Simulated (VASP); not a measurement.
# Ta4O (P4/mmm) in VASP: equation of state

Aim: energy against volume of Ta4O in PBEsol, for its equilibrium volume and stiffness.

All numbers are computed with VASP 6.6.1; they aren't measurements. Logs are shortened: lines on timing, memory, paths and dates and some standing lists are left out, and cuts for length are marked.

**1. The crystal as given**

Symmetry: P4/mmm, No. 123, tetragonal system. The conventional cell has a = 3.257 Å, b = 3.257 Å, c = 7.409 Å, α = 90.00°, β = 90.00°, γ = 90.00°. Ta (site symmetry 4/mmm) is surrounded by 8 Ta at 2.81 Å. Ta (site symmetry 4mm) has 1 O at 2.10 Å as nearest neighbours. Around Ta (site symmetry 4/mmm) lie 4 O at 2.30 Å. O (site symmetry 4/mmm) has 6 Ta at 2.10 to 2.30 Å as nearest neighbours.

The cell comes from a database or a generator and needn't be the stable form of this composition.

**2. Equation of state, PBEsol, 14.78 Å³/atom (volume scaled by 0.94)**

The input, INCAR:

```
  ALGO = Normal
  EDIFF = 1E-7
  ENCUT = 520
  GGA = PS
  ISIF = 2
  ISMEAR = -1
  KPAR = 2
  LASPH = True
  LCHARG = False
  LREAL = False
  LWAVE = False
  NBANDS = 33
  NELM = 60
  PREC = Accurate
  SIGMA = 0.05
```

The input, KPOINTS:

```
k-points
0
Gamma
  8 8 4
```

The input, POSCAR:

```
Ta4O
1.0
    3.1909988104      0.0000000000      0.0000000000
    0.0000000000      3.1909988104      0.0000000000
    0.0000000000      0.0000000000      7.2580875183
Ta O
4 1
Direct
    0.0000000000      0.0000000000      0.0000000000
    0.5000000000      0.5000000000      0.2168420000
    0.5000000000      0.5000000000      0.7831580000
    0.0000000000      0.0000000000      0.5000000000
    0.5000000000      0.5000000000      0.5000000000
```

Potentials or basis: VASP PAW PBE potentials, release 64 (Ta_pv, O).

Started as:

```bash
$ cat potpaw_PBE.64/Ta_pv/POTCAR potpaw_PBE.64/O/POTCAR > POTCAR
$ mpirun -np 2 vasp_std > vasp.out
```

OUTCAR:

```text
EDIFF = 1E-7
   ENCUT = 520
   GGA = PS
   ISIF = 2
   ISMEAR = -1
   LASPH = True
   LREAL = False
   NELM = 60
   PREC = Accurate

 Found     45 irreducible k-points:

 Following reciprocal coordinates:
            Coordinates               Weight
  0.000000  0.000000  0.000000      1.000000
  0.125000  0.000000  0.000000      4.000000
  0.250000  0.000000  0.000000      4.000000
  0.375000  0.000000  0.000000      4.000000
  0.500000  0.000000  0.000000      2.000000
  0.125000  0.125000  0.000000      4.000000
   k-points           NKPTS =     45   k-points in BZ     NKDIM =     45   number of bands    NBANDS=     33
   number of dos      NEDOS =    301   number of ions     NIONS =      5
   total plane-waves  NPLWV =  31104
   dimension x,y,z NGX =    24 NGY =   24 NGZ =   54
   dimension x,y,z NGXF=    48 NGYF=   48 NGZF=  108
   ions per type =               4   1
   NGX,Y,Z   is equivalent  to a cutoff of  12.50, 12.50, 12.37 a.u.
   NGXF,Y,Z  is equivalent  to a cutoff of  25.01, 25.01, 24.74 a.u.
 SYSTEM =  unknown system
   PREC   = accura    normal or accurate (medium, high low for compatibility)
   ISTART =      0    job   : 0-new  1-cont  2-samecut
   ICHARG =      2    charge: 1-file 2-atom 10-const
   ISPIN  =      1    spin polarized calculation?
   LNONCOLLINEAR =      F non collinear calculations
   LSORBIT =      F    spin-orbit coupling
   LASPH  =      T    aspherical Exc in radial PAW
   ENCUT  =  520.0 eV  38.22 Ry    6.18 a.u.   5.93  5.93 13.50*2*pi/ulx,y,z
   NELM   =     60;   NELMIN=  2; NELMDL= -5     # of ELM steps
   EDIFF  = 0.1E-06   stopping-criterion for ELM
   LREAL  =      F    real-space projection
   EDIFFG = 0.1E-05   stopping-criterion for IOM
   NSW    =      0    number of steps for IOM
   IBRION =     -1    ionic relax: 0-MD 1-quasi-New 2-CG
   NFREE  =      0    steps in history (QN), initial steepest desc. (CG)
   ISIF   =      2    stress and relaxation
   ISYM   =      2    0-nonsym 1-usesym 2-fastsym
   POTIM  = 0.5000    time-step for ionic-motion
   TEBEG  =    0.0;   TEEND  =   0.0 temperature during run
   PSTRESS=    0.0 pullay stress
   NELECT =      50.0000    total number of electrons
   NUPDOWN=      -1.0000    fix difference up-down
   EMIN   =  10.00;   EMAX   =-10.00  energy-range for DOS
   EFERMI =   0.00;   METHOD = LEGACY
   ISMEAR =    -1;   SIGMA  =   0.05  broadening in eV -4-tet -1-fermi 0-gaus
   EFERMI_NEDOS =   21; number of points for ismear=-14 and -15
   IALGO  =     38    algorithm
   IMIX   =      4    mixing-type and parameters
     AMIX     =   0.40;   BMIX     =  1.00
     AMIX_MAG =   1.60;   BMIX_MAG =  1.00
  volume/ion in A,a.u.               =      14.78        99.75
  Fermi-wavevector in a.u.,A,eV,Ry     =   1.437164  2.715846 28.102023  2.065440
  Thomas-Fermi vector in A             =   2.556272
   LORBIT       =      0    0 simple, 1 ext, 2 COOP (PROOUT), +10 PAW based schemes
   GGA     = PS    functional components
   LHFCALC =     F    Hartree Fock is set to
   AEXX    =    0.0000 exact exchange contribution
   IVDW    =     0    specifies the selected vdW correction
   LEPSILON=     F    determine dielectric tensor
   LRPA    =     F    only Hartree local field effects (RPA)
 non-spin polarized calculation
  energy-cutoff  :      520.00
  volume of cell :       73.91
 maximum number of plane-waves:      2016
 NGX is ok and might be reduce to    24
   NGX = 11   NGY = 11   NGZ = 27

 number of electron      49.9999984 magnetization

 Free energy of the ion-electron system (eV)
  ---------------------------------------------------
  ext. energy  EPLUGINS =         0.00000000
  ---------------------------------------------------
  free energy    TOTEN  =       -58.52710227 eV

  energy without entropy =      -58.51083674  energy(sigma->0) =      -58.51896950

 E-fermi :   6.8204     XC(G=0): -13.0556

 val. band max:        6.8020162158   @ k =   0.5000   0.2500   0.0000
 cond. band min:       6.8780057706   @ k =   0.3750   0.1250   0.2500
 fundamental gap:      0.0759895548
 Fermi energy:         6.8203719025

 k-point     1 :       0.0000    0.0000    0.0000
  band No.  band energies     occupation
      1     -28.7174      2.00000
      2     -28.7174      2.00000
      3     -28.3271      2.00000
      4     -27.7194      2.00000
      5     -27.5613      2.00000
      6     -27.3186      2.00000
[... 25 lines left out ...]
     32       8.6292      0.00000
     33       9.3570      0.00000

 k-point     2 :       0.1250    0.0000    0.0000
  band No.  band energies     occupation
      1     -28.7934      2.00000
      2     -28.7088      2.00000
      3     -28.3159      2.00000
      4     -27.7431      2.00000
      5     -27.5828      2.00000
      6     -27.3186      2.00000
[... 25 lines left out ...]
     32       9.3688      0.00000
     33       9.9886      0.00000

 k-point     3 :       0.2500    0.0000    0.0000
  band No.  band energies     occupation
      1     -28.9657      2.00000
      2     -28.6881      2.00000
      3     -28.2967      2.00000
      4     -27.7949      2.00000
      5     -27.6312      2.00000
      6     -27.3461      2.00000
[... 25 lines left out ...]
     32       9.6181      0.00000
     33      10.1791      0.00000

 k-point     4 :       0.3750    0.0000    0.0000
  band No.  band energies     occupation
      1     -29.1256      2.00000
      2     -28.6674      2.00000
      3     -28.2946      2.00000
      4     -27.8369      2.00000
      5     -27.6568      2.00000
      6     -27.4123      2.00000
[... 25 lines left out ...]
     32      10.2203      0.00000
     33      10.2229      0.00000

 k-point     5 :       0.5000    0.0000    0.0000
  band No.  band energies     occupation
      1     -29.1890      2.00000
      2     -28.6588      2.00000
      3     -28.3005      2.00000
      4     -27.8502      2.00000
      5     -27.6527      2.00000
      6     -27.4514      2.00000
[... 25 lines left out ...]
     32      10.6596      0.00000
     33      11.4361      0.00000

 k-point     6 :       0.1250    0.1250    0.0000
  band No.  band energies     occupation
      1     -28.8023      2.00000
      2     -28.7619      2.00000
      3     -28.3057      2.00000
      4     -27.7444      2.00000
      5     -27.5899      2.00000
      6     -27.3775      2.00000
[... 25 lines left out ...]
     32       9.5562      0.00000
     33      10.0177      0.00000

 [... further k-points ...]

------------------------ aborting loop because EDIFF is reached ----------------------------------------

  FORCE on cell =-STRESS in cart. coord.  units (eV):
  Direction    XX          YY          ZZ          XY          YZ          ZX
  --------------------------------------------------------------------------------------
  -------------------------------------------------------------------------------------
  Total        2.6424940      2.6424940      3.9601900      0.0000000      0.0000000      0.0000000
  in kB       57.2860803     57.2860803     85.8521397      0.0000000      0.0000000      0.0000000
  external PRESSURE =      66.8081001 kB  Pullay stress =       0.0000000 kB

 VOLUME and BASIS-vectors are now :
 -----------------------------------------------------------------------------
  energy-cutoff  :      520.00
  volume of cell :       73.91
      direct lattice vectors                 reciprocal lattice vectors
     3.190998810  0.000000000  0.000000000     0.313381502  0.000000000  0.000000000
     0.000000000  3.190998810  0.000000000     0.000000000  0.313381502  0.000000000
     0.000000000  0.000000000  7.258087518     0.000000000  0.000000000  0.137777341

 POSITION                                       TOTAL-FORCE (eV/Angst)
 -----------------------------------------------------------------------------------
      0.00000      0.00000      0.00000         0.000000      0.000000      0.000000
      1.59550      1.59550      1.57386         0.000000      0.000000     -0.183489
      1.59550      1.59550      5.68423         0.000000      0.000000      0.183489
      0.00000      0.00000      3.62904         0.000000      0.000000      0.000000
      1.59550      1.59550      3.62904         0.000000      0.000000      0.000000
 -----------------------------------------------------------------------------------
    total drift:                                0.000000     -0.000000      0.000000

  FREE ENERGIE OF THE ION-ELECTRON SYSTEM (eV)
  ---------------------------------------------------
  free  energy   TOTEN  =       -58.5271022707 eV

  energy  without entropy=      -58.5108367351  energy(sigma->0) =      -58.51896950
```

Run time: 25 s. Hardware: 2 MPI ranks of Intel Xeon 6975P-C (Granite Rapids), shared host; peak memory 0.21 GiB.

What came out:

```yaml
Free_energy: -58.5271 eV
Pressure: 6.7 GPa
Largest_force: 0.183 eV/Å
Band_gap_on_the_k_mesh: none (metal or under the smearing width)
```

Caveat: the PAW data sets were made with another functional, which shifts forces and pressure a little.

**3. Equation of state, PBEsol, 15.10 Å³/atom (volume scaled by 0.96)**

INCAR is that of step 2.

KPOINTS is that of step 2.

Changes to POSCAR since step 2:

```diff
@@ -2,5 +2,5 @@
 1.0
-    3.1909988104      0.0000000000      0.0000000000
-    0.0000000000      3.1909988104      0.0000000000
-    0.0000000000      0.0000000000      7.2580875183
+    3.2134713734      0.0000000000      0.0000000000
+    0.0000000000      3.2134713734      0.0000000000
+    0.0000000000      0.0000000000      7.3092024948
 Ta O
```

Potentials or basis: VASP PAW PBE potentials, release 64 (Ta_pv, O).

Started as:

```bash
$ cat potpaw_PBE.64/Ta_pv/POTCAR potpaw_PBE.64/O/POTCAR > POTCAR
$ mpirun -np 2 vasp_std > vasp.out
```

Run time: 28 s. Hardware: 2 MPI ranks of Intel Xeon 6975P-C (Granite Rapids), shared host; peak memory 0.22 GiB.

It converged, with:

| Property | Result |
| --- | --- |
| Free energy | -58.5668 eV |
| Pressure | 1.3 GPa |
| Largest force | 0.117 eV/Å |
| Band gap on the k mesh | none (metal or under the smearing width) |

Caveat: the PAW data sets were made with another functional, which shifts forces and pressure a little.

**4. Equation of state, PBEsol, 15.41 Å³/atom (volume scaled by 0.98)**

INCAR is that of step 3.

KPOINTS is that of step 3.

Changes to POSCAR since step 3:

```diff
@@ -2,5 +2,5 @@
 1.0
-    3.2134713734      0.0000000000      0.0000000000
-    0.0000000000      3.2134713734      0.0000000000
-    0.0000000000      0.0000000000      7.3092024948
+    3.2356339453      0.0000000000      0.0000000000
+    0.0000000000      3.2356339453      0.0000000000
+    0.0000000000      0.0000000000      7.3596123808
 Ta O
```

Started as:

```bash
$ cat potpaw_PBE.64/Ta_pv/POTCAR potpaw_PBE.64/O/POTCAR > POTCAR
$ mpirun -np 2 vasp_std > vasp.out
```

It took 23 s on 2 MPI ranks of Intel Xeon 6975P-C (Granite Rapids), shared host; peak memory 0.23 GiB.

It converged, with:

```
Free energy            : -58.5566 eV
Pressure               : -3.5 GPa
Largest force          : 0.059 eV/Å
Band gap on the k mesh : none (metal or under the smearing width)
```

Caveat: the PAW data sets were made with another functional, which shifts forces and pressure a little.

**5. Equation of state, PBEsol, 16.04 Å³/atom (volume scaled by 1.02)**

INCAR is that of step 4.

KPOINTS is that of step 4.

Changes to POSCAR since step 4:

```diff
@@ -2,5 +2,5 @@
 1.0
-    3.2356339453      0.0000000000      0.0000000000
-    0.0000000000      3.2356339453      0.0000000000
-    0.0000000000      0.0000000000      7.3596123808
+    3.2790704565      0.0000000000      0.0000000000
+    0.0000000000      3.2790704565      0.0000000000
+    0.0000000000      0.0000000000      7.4584109135
 Ta O
```

Started as:

```bash
$ cat potpaw_PBE.64/Ta_pv/POTCAR potpaw_PBE.64/O/POTCAR > POTCAR
$ mpirun -np 2 vasp_std > vasp.out
```

It took 25 s on 2 MPI ranks of Intel Xeon 6975P-C (Granite Rapids), shared host; peak memory 0.23 GiB.

Results (log left out):

- Free energy: -58.4071 eV
- Pressure: -11.6 GPa
- Largest force: 0.026 eV/Å
- Band gap on the k mesh: none (metal or under the smearing width)

Caveat: the PAW data sets were made with another functional, which shifts forces and pressure a little.

**6. Equation of state, PBEsol, 16.35 Å³/atom (volume scaled by 1.04)**

INCAR is that of step 5.

KPOINTS is that of step 5.

Changes to POSCAR since step 5:

```diff
@@ -2,5 +2,5 @@
 1.0
-    3.2790704565      0.0000000000      0.0000000000
-    0.0000000000      3.2790704565      0.0000000000
-    0.0000000000      0.0000000000      7.4584109135
+    3.3003637185      0.0000000000      0.0000000000
+    0.0000000000      3.3003637185      0.0000000000
+    0.0000000000      0.0000000000      7.5068435103
 Ta O
```

Potentials or basis: VASP PAW PBE potentials, release 64 (Ta_pv, O).

Started as:

```bash
$ cat potpaw_PBE.64/Ta_pv/POTCAR potpaw_PBE.64/O/POTCAR > POTCAR
$ mpirun -np 2 vasp_std > vasp.out
```

It took 35 s on 2 MPI ranks of Intel Xeon 6975P-C (Granite Rapids), shared host; peak memory 0.24 GiB.

It converged, with:

```yaml
Free_energy: -58.2765 eV
Pressure: -15.1 GPa
Largest_force: 0.054 eV/Å
Band_gap_on_the_k_mesh: none (metal or under the smearing width)
```

Caveat: the PAW data sets were made with another functional, which shifts forces and pressure a little.

**7. Equation of state, PBEsol, 16.67 Å³/atom (volume scaled by 1.06)**

INCAR is that of step 6.

KPOINTS is that of step 6.

Changes to POSCAR since step 6:

```diff
@@ -2,5 +2,5 @@
 1.0
-    3.3003637185      0.0000000000      0.0000000000
-    0.0000000000      3.3003637185      0.0000000000
-    0.0000000000      0.0000000000      7.5068435103
+    3.3213857102      0.0000000000      0.0000000000
+    0.0000000000      3.3213857102      0.0000000000
+    0.0000000000      0.0000000000      7.5546590893
 Ta O
```

Started as:

```bash
$ cat potpaw_PBE.64/Ta_pv/POTCAR potpaw_PBE.64/O/POTCAR > POTCAR
$ mpirun -np 2 vasp_std > vasp.out
```

Run time: 36 s. Hardware: 2 MPI ranks of Intel Xeon 6975P-C (Granite Rapids), shared host; peak memory 0.24 GiB.

Results (log left out):

| Item | Value |
| --- | --- |
| Free energy | -58.1140 eV |
| Pressure | -18.2 GPa |
| Largest force | 0.077 eV/Å |
| Band gap on the k mesh | none (metal or under the smearing width) |

Caveat: the PAW data sets were made with another functional, which shifts forces and pressure a little.

**8. Equation of state, PBEsol**

Potentials or basis: VASP PAW PBE potentials, release 64 (Ta_pv, O).

No new run: the results of the series are fitted here.

What came out:

- Equilibrium volume: 15.18 Å³/atom
- Bulk modulus at fixed shape and positions: 237 GPa
- Pressure derivative of the bulk modulus: 4.4

Energy against volume, from the lowest point:
| volume (Å³/atom) | energy (meV/atom) |
| --- | --- |
| 14.781 | 7.94 |
| 15.096 | 0.00 |
| 15.410 | 2.03 |
| 15.725 | 12.98 |
| 16.039 | 31.94 |
| 16.354 | 58.05 |
| 16.668 | 90.57 |

Caveat: the cell was scaled at fixed shape and fractional positions, which overstates the stiffness of a crystal with free parameters, most of all of layers and chains; the PAW data sets were made with another functional, which shifts forces and pressure a little. Spin-orbit coupling is left out, which matters for the levels of Ta.
